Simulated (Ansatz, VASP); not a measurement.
**One calculation of Sc3Te, two programs**

```xyz
4
Lattice="0.0000 3.5695 3.5695 3.4981 0.0000 3.5695 3.4981 3.5695 0.0000" Properties=species:S:1:pos:R:3 pbc="T T T"
Sc    1.7491    1.7848    1.7848
Sc    5.2472    5.3543    5.3543
Sc    3.4981    3.5695    3.5695
Te    0.0000    0.0000    0.0000
```

Change from the starting cell: strain = -0.02.

Alike in both runs: task single point; functional PBE; k mesh 5 × 5 × 5; occupations fermi-dirac, width 0.05 eV; no spin polarisation.

|  | VASP | Ansatz |
| --- | --- | --- |
| version | VASP 6.6.1 | Ansatz 0.2.0 |
| potentials or method | VASP PAW PBE potentials, release 64 (Sc_sv, Te) | Ansatz PAW |
| plane-wave cutoff (eV) | 520 | 420 |
| valence electrons in the cell | 39 | 49 |

|  | VASP | Ansatz | Ansatz less VASP |
| --- | --- | --- | --- |
| gap on the k mesh at the Fermi level (eV) | none | none | - |
| pressure (GPa) | 1.1 | 1.1 | -0.08 |

A gap of «none» marks a metal or a gap that the smearing closes. The two sets of potentials don't hold the same shells in valence.

The runs have no spin-orbit coupling, so splittings on Te are missing.
